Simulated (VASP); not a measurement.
Here is the system:

```yaml
crystal:
  lattice:
    - [4.43113, 0.00000, 0.00000]
    - [0.00000, 4.43113, 0.00000]
    - [0.00000, 0.00000, 2.87496]
  atoms:
    - { symbol: Mn, position: [0.00000, 0.00000, 0.00000], spin: 2.5 }
    - { symbol: Mn, position: [0.50000, 0.50000, 0.50000], spin: -2.5 }
    - { symbol: O, position: [0.30426, 0.30426, 0.00000] }
    - { symbol: O, position: [0.80426, 0.19574, 0.50000] }
    - { symbol: O, position: [0.19574, 0.80426, 0.50000] }
    - { symbol: O, position: [0.69574, 0.69574, 0.00000] }
```

Calculation: PBE GGA, VASP's PBE PAW potentials (set 64) (plane waves; VASP). Run with 520 eV cut-off, 7×7×11 Γ-centred mesh, first-order Methfessel-Paxton smearing of 0.10 eV, potentials Mn_pv O.

**Question.** What does the run give for the cell moment, energy per atom (σ→0), band gap (on the k-mesh) with the smallest direct gap where there is one?

**Answer.** 
```json
{
 "band gap (on the k-mesh)": "none (metal, semimetal or under 0.01 eV)",
 "cell_moment": "0.00 μB",
 "energy per atom (σ→0)": "-7.987 eV/atom"
}
```

**Question.** Give the moment on each site (PAW-sphere projection).

**Answer.** 
```json
[
 {"site": "Mn1", "moment (μB)": "2.52"},
 {"site": "Mn2", "moment (μB)": "-2.52"},
 {"site": "O3", "moment (μB)": "-0.05"},
 {"site": "O4", "moment (μB)": "0.05"},
 {"site": "O5", "moment (μB)": "0.05"},
 {"site": "O6", "moment (μB)": "-0.05"}
]
```

Total energies compare only between runs with the same potentials, cut-off and functional.

The compound is MnO2 in the rutile structure. It was relaxed first.
